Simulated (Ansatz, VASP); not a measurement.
# Co (Cobalt): VASP beside Ansatz, part 2 of 2

Aim: how closely do two programs agree when they are given the same cell, functional and k mesh? The structure shown comes from an earlier Ansatz run, which isn't shown and may have moved the atoms alone.

VASP 6.6.1 and Ansatz 0.2.0.

So far: The starting structure; Ansatz: elastic constants, LDA.

## (3) VASP: elastic constants, LDA

Level of this step: LDA, spin-polarised from a ferromagnetic start; plane waves and PAW (Co) (VASP).

The same cell, functional (in two slightly different forms), mesh and smearing now go to VASP, with its own data sets.

Lines of VASP's logs that name or quote its potential files are left out, and so is its time.

INCAR

```
SYSTEM = Co
PREC = Accurate
ENCUT = 600
EDIFF = 1E-08
NELM = 200
ISMEAR = 1
SIGMA = 0.25
LREAL = .FALSE.
ALGO = Normal
GGA = CA
NBANDS = 18
ISPIN = 2
MAGMOM = 1.59 1.59
LASPH = .TRUE.
LMAXMIX = 4
LORBIT = 11
LWAVE = .FALSE.
LCHARG = .FALSE.
ISIF = 3
IBRION = 6
NFREE = 2
POTIM = 0.015
NSW = 1
GGA_COMPAT = .FALSE.
KPAR = 2
```

POSCAR

```
Co
1.0
    2.4307216599      0.0000000000      0.0000000000
   -1.2153608299      2.1050667070      0.0000000000
    0.0000000000      0.0000000000      3.9188302574
Co
2
Direct
    0.3333333333      0.6666666667      0.2500000000
    0.6666666667      0.3333333333      0.7500000000
```

KPOINTS

```
Automatic mesh
0
Gamma
15 15 8
0 0 0
```

Potentials, in the order of the species: Co (LDA family, release 64).

On the command line:

```
$ mpirun -np 2 vasp_std
```

Numbers of over 12 decimals in the logs are rounded to 6 here.

Log:

```text
[banner, memory and clock lines left out]
running    2 mpi-ranks, on    1 nodes
 distrk:  each k-point on    1 cores,    2 groups
 distr:  one band on    1 cores,    1 groups

 POSCAR found type information on POSCAR Co
 POSCAR found :  1 types and       2 ions
 LDA part: xc-table for (Slater(with rela. corr.)+CA(PZ))
 , standard interpolation
 POSCAR, INCAR and KPOINTS ok, starting setup
 FFT: planning ... GRIDC
 FFT: planning ... GRID_SOFT
 FFT: planning ... GRID
 WAVECAR not read
 entering main loop
       N       E                     dE             d eps       ncg     rms          rms(c)
DAV:   1     0.871472462014E+02    0.87147E+02   -0.88863E+03 10152   0.151E+03
DAV:   2    -0.147226928015E+02   -0.10187E+03   -0.92559E+02  9742   0.244E+02
DAV:   3    -0.185902559054E+02   -0.38676E+01   -0.37282E+01 10902   0.612E+01
DAV:   4    -0.186498002620E+02   -0.59544E-01   -0.59502E-01 12220   0.639E+00
DAV:   5    -0.186512225963E+02   -0.14223E-02   -0.14222E-02 11284   0.898E-01    0.164E+01
DAV:   6    -0.166448797187E+02    0.20063E+01   -0.87642E+00 10380   0.647E+01    0.731E+00
DAV:   7    -0.162784945932E+02    0.36639E+00   -0.13338E+00 11324   0.231E+01    0.384E+00
DAV:   8    -0.162580058080E+02    0.20489E-01   -0.13149E-02 13640   0.118E+00    0.216E+00
DAV:   9    -0.162440808704E+02    0.13925E-01   -0.31855E-03 14064   0.872E-01    0.660E-01
DAV:  10    -0.162441753386E+02   -0.94468E-04   -0.24358E-04 12700   0.189E-01    0.446E-01
DAV:  11    -0.162444528063E+02   -0.27747E-03   -0.16518E-04 12874   0.242E-01    0.764E-02
DAV:  12    -0.162444535012E+02   -0.69491E-06   -0.18396E-05 12776   0.484E-02    0.198E-02
DAV:  13    -0.162444530876E+02    0.41357E-06   -0.12072E-06 13576   0.140E-02    0.144E-02
DAV:  14    -0.162444539291E+02   -0.84149E-06   -0.27093E-07 13570   0.797E-03    0.617E-03
DAV:  15    -0.162444539787E+02   -0.49610E-07   -0.78846E-08 12062   0.515E-03    0.127E-03
DAV:  16    -0.162444539881E+02   -0.94190E-08   -0.28257E-09  5840   0.725E-04
   1 F= -.16244454E+02 E0= -.16248897E+02  d E =0.133295E-01  mag=     3.0379
[... from here on, the cycles between the ionic steps are left out ...]
   2 F= -.16235977E+02 E0= -.16240329E+02  d E =0.130557E-01  mag=     3.0643
   3 F= -.16240200E+02 E0= -.16244425E+02  d E =0.126751E-01  mag=     3.0017
  10 F= -.16242780E+02 E0= -.16247179E+02  d E =0.131996E-01  mag=     3.0377
  11 F= -.16242780E+02 E0= -.16247179E+02  d E =0.131995E-01  mag=     3.0377
  12 F= -.16242779E+02 E0= -.16247176E+02  d E =0.131914E-01  mag=     3.0377
  13 F= -.16242779E+02 E0= -.16247176E+02  d E =0.131913E-01  mag=     3.0377
  14 F= -.16244105E+02 E0= -.16248535E+02  d E =0.132903E-01  mag=     3.0380
  15 F= -.16244105E+02 E0= -.16248535E+02  d E =0.132903E-01  mag=     3.0380
  16 F= -.16243450E+02 E0= -.16247857E+02  d E =0.132203E-01  mag=     3.0386
 Finite differences progress:
  Degree of freedom:   8/  8
  Displacement:        1/  2
  Total:              15/ 16
 bond charge predicted
       N       E                     dE             d eps       ncg     rms          rms(c)
DAV:   1    -0.162348221642E+02    0.86282E-02   -0.27543E+00 14648   0.100E+01    0.793E-01
DAV:   2    -0.162428893732E+02   -0.80672E-02   -0.51935E-02 15628   0.235E+00    0.401E-01
DAV:   3    -0.162437864472E+02   -0.89707E-03   -0.14960E-03 16666   0.298E-01    0.105E-01
DAV:   4    -0.162434733195E+02    0.31313E-03   -0.26134E-04 14816   0.117E-01    0.423E-02
DAV:   5    -0.162434505976E+02    0.22722E-04   -0.50595E-05 16368   0.504E-02    0.143E-02
DAV:   6    -0.162434507354E+02   -0.13785E-06   -0.27900E-06 15178   0.137E-02    0.359E-03
DAV:   7    -0.162434504040E+02    0.33144E-06   -0.59146E-07 17800   0.561E-03    0.167E-03
DAV:   8    -0.162434504039E+02    0.89130E-10   -0.56347E-08 16544   0.230E-03
  17 F= -.16243450E+02 E0= -.16247857E+02  d E =0.132204E-01  mag=     3.0386
 Finite differences progress:
  Degree of freedom:   8/  8
  Displacement:        2/  2
  Total:              16/ 16
```

Parts of OUTCAR (step 3):

```text
ion  position               nearest neighbor table
   1  0.333  0.667  0.250-   2 2.41   2 2.41   2 2.41   2 2.41   2 2.41   2 2.41
   2  0.667  0.333  0.750-   1 2.41   1 2.41   1 2.41   1 2.41   1 2.41   1 2.41

  LATTYP: Found a hexagonal cell.
 ALAT       =     2.4307216599
 C/A-ratio  =     1.6122085560

 Subroutine GETGRP returns: Found 24 space group operations
 (whereof 12 operations were pure point group operations)

The static configuration has the point symmetry D_3d.
 The point group associated with its full space group is D_6h.

 Found    135 irreducible k-points:

   k-points           NKPTS =    135   k-points in BZ     NKDIM =    135   number of bands    NBANDS=     18

   dimension x,y,z NGX =    20 NGY =   20 NGZ =   32
   dimension x,y,z NGXF=    40 NGYF=   40 NGZF=   64

   ENCUT  =  600.0 eV  44.10 Ry    6.64 a.u.   4.85  4.85  7.83*2*pi/ulx,y,z

   NELECT =      18.0000    total number of electrons

 k-points in reciprocal lattice and weights: Automatic mesh
   0.00000000  0.00000000  0.00000000       0.001
   0.06666667 -0.00000000  0.00000000       0.003
   0.13333333 -0.00000000  0.00000000       0.003
   0.20000000 -0.00000000  0.00000000       0.003
   0.26666667 -0.00000000  0.00000000       0.003
   0.33333333 -0.00000000  0.00000000       0.003
   0.40000000 -0.00000000  0.00000000       0.003
   0.46666667 -0.00000000  0.00000000       0.003
   0.06666667  0.06666667  0.00000000       0.003
[...]
16      33.1462      0.00000
    ...

 k-point     5 :       0.2667   -0.0000    0.0000
  band No.  band energies     occupation
    ...
      7       8.9531      1.00000
      8       9.6567      1.00000
      9       9.6883      1.00000
     10       9.8797      1.00000
     11      10.7529      1.03543
     12      16.3442      0.00000
     13      18.7354      0.00000
     14      23.8274      0.00000
     15      29.5860      0.00000
     16      31.4246      0.00000
    ...

 k-point     6 :       0.3333   -0.0000    0.0000
  band No.  band energies     occupation
    ...
      7       8.7970      1.00000
      8      10.1087      1.00000
      9      10.2803      1.00005
     10      10.3254      1.00014
     11      10.7907      1.03033
     12      18.0007      0.00000
     13      18.6340      0.00000
     14      21.6388      0.00000
     15      28.2151      0.00000
     16      28.9592      0.00000
    ...

 spin component 2
 k-point     1 :       0.0000    0.0000    0.0000
  band No.  band energies     occupation
    ...
      5       9.9076      1.00000
      6      10.3180      1.00012
      7      10.3180      1.00012
      8      10.7710      1.03420
      9      10.7710      1.03420
     10      11.1884      0.11384
     11      12.1477     -0.00000
     12      12.1477     -0.00000
     13      19.2534      0.00000
     14      33.7344      0.00000
    ...

 k-point     2 :       0.0667   -0.0000    0.0000
  band No.  band energies     occupation
    ...
      6      10.2686      1.00004
      7      10.3960      1.00061
      8      10.4814      1.00273
      9      10.7114      1.03255
     10      10.7806      1.03268
     11      12.1749     -0.00000
     12      12.9424     -0.00000
     13      19.2640      0.00000
     14      32.9047      0.00000
     15      35.1286      0.00000
    ...

 k-point     3 :       0.1333   -0.0000    0.0000
  band No.  band energies     occupation
    ...
      6      10.2542      1.00003
      7      10.3740      1.00040
      8      10.5411      1.00658
      9      10.6359      1.01943
     10      10.6451      1.02109
     11      12.2390     -0.00000
     12      14.2023     -0.00000
     13      19.3039      0.00000
     14      30.2796      0.00000
     15      33.5863      0.00000
    ...

 k-point     4 :       0.2000   -0.0000    0.0000
  band No.  band energies     occupation
    ...
      6      10.3412      1.00020
      7      10.4748      1.00245
      8      10.6543      1.02278
      9      10.6968      1.03038
     10      10.9747      0.75939
     11      12.3101     -0.00000
     12      15.6113     -0.00000
     13      19.3911      0.00000
     14      27.2557      0.00000
     15      31.6637      0.00000
    ...

  Total       -0.1553113     -0.1553113     -0.1615812     -0.0000000      0.0000000      0.0000000
  in kB      -12.4095552    -12.4095552    -12.9105252     -0.0000000      0.0000000      0.0000000
  external PRESSURE =     -12.5765452 kB  Pullay stress =       0.0000000 kB

  energy-cutoff  :      600.00
  volume of cell :       20.05
      direct lattice vectors                 reciprocal lattice vectors
     2.430721660  0.000000000  0.000000000     0.411400456  0.237522164  0.000000000
    -1.215360830  2.105066707  0.000000000     0.000000000  0.475044328  0.000000000
     0.000000000  0.000000000  3.918830257     0.000000000  0.000000000  0.255178187

 POSITION                                       TOTAL-FORCE (eV/Angst)
 -----------------------------------------------------------------------------------
     -0.00000      1.40338      0.96471        -0.000000      0.000000      0.133993
      1.21536      0.70169      2.93912         0.000000     -0.000000     -0.133993
 -----------------------------------------------------------------------------------
    total drift:                               -0.000000     -0.000000     -0.000563

  FREE ENERGIE OF THE ION-ELECTRON SYSTEM (eV)
  ---------------------------------------------------
  free  energy   TOTEN  =       -16.2434504039 eV

  energy  without entropy=      -16.2566708060  energy(sigma->0) =      -16.24785720

  SYMMETRIZED ELASTIC MODULI (kBar)
 Direction    XX          YY          ZZ          XY          YZ          ZX
 --------------------------------------------------------------------------------
 XX        4526.3416   1823.8185   1436.9874      0.0000     -0.0000      0.0000
 YY        1823.8185   4526.3416   1436.9874      0.0000      0.0000      0.0000
 ZZ        1436.9874   1436.9874   5057.6742      0.0000     -0.0000     -0.0000
 XY           0.0000      0.0000      0.0000   1351.2616      0.0000      0.0000
 YZ          -0.0000      0.0000     -0.0000     -0.0000   1189.0762      0.0000
 ZX           0.0000      0.0000     -0.0000      0.0000      0.0000   1189.0761
 --------------------------------------------------------------------------------

 Eigenvectors and eigenvalues of the dynamical matrix
 ----------------------------------------------------

   1 f  =    8.607339 THz    54.081506 2PiTHz  287.109926 cm-1    35.597078 meV
             X         Y         Z           dx          dy          dz
     -0.000000  1.403378  0.979708    -0.000000    0.000000    0.707107
      1.215361  0.701689  2.939123     0.000000    0.000000   -0.707107

   2 f  =    5.069407 THz    31.852024 2PiTHz  169.097219 cm-1    20.965374 meV
             X         Y         Z           dx          dy          dz
     -0.000000  1.403378  0.979708     0.512231    0.487462    0.000000
      1.215361  0.701689  2.939123    -0.512231   -0.487462    0.000000

   3 f  =    5.069407 THz    31.852024 2PiTHz  169.097219 cm-1    20.965374 meV
             X         Y         Z           dx          dy          dz
     -0.000000  1.403378  0.979708    -0.487462    0.512231   -0.000000
      1.215361  0.701689  2.939123     0.487462   -0.512231    0.000000

   4 f  =    0.000000 THz     0.000000 2PiTHz    0.000001 cm-1     0.000000 meV
             X         Y         Z           dx          dy          dz
     -0.000000  1.403378  0.979708     0.401800   -0.581856   -0.000000
      1.215361  0.701689  2.939123     0.401800   -0.581856    0.000000

   5 f  =    0.000000 THz     0.000000 2PiTHz    0.000000 cm-1     0.000000 meV
             X         Y         Z           dx          dy          dz
     -0.000000  1.403378  0.979708    -0.000000    0.000000    0.707107
      1.215361  0.701689  2.939123     0.000000    0.000000    0.707107

   6 f/i=    0.000000 THz     0.000000 2PiTHz    0.000002 cm-1     0.000000 meV
             X         Y         Z           dx          dy          dz
     -0.000000  1.403378  0.979708     0.581856    0.401800   -0.000000
      1.215361  0.701689  2.939123     0.581856    0.401800    0.000000

 ELASTIC MODULI CONTR FROM IONIC RELAXATION (kBar)
 Direction    XX          YY          ZZ          XY          YZ          ZX
 --------------------------------------------------------------------------------
 XX        -209.1412    209.1412      0.0000     -0.0000      0.0000      0.0000
 YY         209.1412   -209.1412     -0.0000     -0.0000      0.0000     -0.0000
 ZZ           0.0000     -0.0000     -0.0000      0.0000      0.0000     -0.0000
 XY          -0.0000     -0.0000      0.0000   -209.1412      0.0000     -0.0000
 YZ           0.0000      0.0000      0.0000      0.0000      0.0000      0.0000
 ZX           0.0000     -0.0000     -0.0000     -0.0000      0.0000     -0.0000
 --------------------------------------------------------------------------------

 TOTAL ELASTIC MODULI (kBar)
 Direction    XX          YY          ZZ          XY          YZ          ZX
 --------------------------------------------------------------------------------
 XX        4317.2004   2032.9597   1436.9874      0.0000     -0.0000      0.0000
 YY        2032.9597   4317.2004   1436.9874      0.0000      0.0000     -0.0000
 ZZ        1436.9874   1436.9874   5057.6742      0.0000     -0.0000     -0.0000
 XY           0.0000      0.0000      0.0000   1142.1204      0.0000      0.0000
 YZ          -0.0000      0.0000     -0.0000     -0.0000   1189.0762      0.0000
 ZX           0.0000      0.0000     -0.0000     -0.0000      0.0000   1189.0761
 --------------------------------------------------------------------------------

 total charge
# of ion       s       p       d       tot
------------------------------------------
    1        0.522   0.587   7.338   8.448
    2        0.522   0.587   7.338   8.448
--------------------------------------------------
tot          1.045   1.175  14.676  16.895

 magnetization (x)
# of ion       s       p       d       tot
------------------------------------------
    1       -0.014  -0.038   1.565   1.512
    2       -0.014  -0.038   1.565   1.512
--------------------------------------------------
tot         -0.027  -0.077   3.129   3.025

[... 2 further parts left out ...]
```

CONTCAR:

```
Co
   1.00000000000000
     2.4307216599000001    0.0000000000000000    0.0000000000000000
    -1.2153608299000001    2.1050667070000002    0.0000000000000000
     0.0000000000000000    0.0000000000000000    3.9188302573999998
  Co
     2
Direct
     0.3333333332999970    0.6666666667000030    0.2461723271959342
     0.6666666667000030    0.3333333332999970    0.7500000000000000
```

The magnetic state follows from one typed start and may not be the lowest.

Levels, forces or a CONTCAR printed for this step are those of its last displaced cell, not of the structure at rest.

## (4) Differences

Known differences besides the potentials themselves: VASP starts from the moments at which Ansatz ended; the two LDA forms differ slightly; the data sets hold 34 valence electrons in Ansatz (on its default PAW (the set named soft_2) files) and 18 in VASP; the cutoff is 420 eV in Ansatz and 600 eV in VASP; VASP's log shows a relativistic correction to its local exchange, Ansatz's none; VASP takes each elastic constant from one size of strain, Ansatz from those that its log lists. Total energies have different zeros and are not compared.

Both answers:

```tsv
quantity	Ansatz	VASP	difference
C11 (GPa)	449.8	431.7	+4.18 %
C22 (GPa)	449.8	431.7	+4.18 %
C33 (GPa)	525.0	505.8	+3.81 %
C12 (GPa)	209.0	203.3	+2.80 %
C13 (GPa)	147.6	143.7	+2.73 %
C23 (GPa)	147.6	143.7	+2.73 %
C44 (GPa)	122.4	118.9	+2.94 %
C55 (GPa)	122.4	118.9	+2.94 %
C66 (GPa)	120.4	114.2	+5.41 %
```

## (5) What came out

```yaml
difference_in_c66_elastic_constants_lda: 5.4 %
```

**Reading.** The difference in C66 is 5.4 % (elastic constants, LDA), beyond the 5 % picked in this series as the mark of a large difference. The data sets hold unlike numbers of valence electrons (34 in Ansatz and 18 in VASP), so part of the differences comes from the potentials. How closely two codes agree says nothing of how well the functional describes the real material.

[Lines on the potential files, build, host, timing and source positions are cut from VASP's logs without a mark.]

[Logs are printed without paths, hosts, clocks, repeated set-up lines and the standing remarks that a program may print on its own settings, such as how far it seeks lower states.]

[Hosts, paths, dates, database ids (printed as entryN), source tags and the programs' standing remarks are cut or masked in the printed files.]
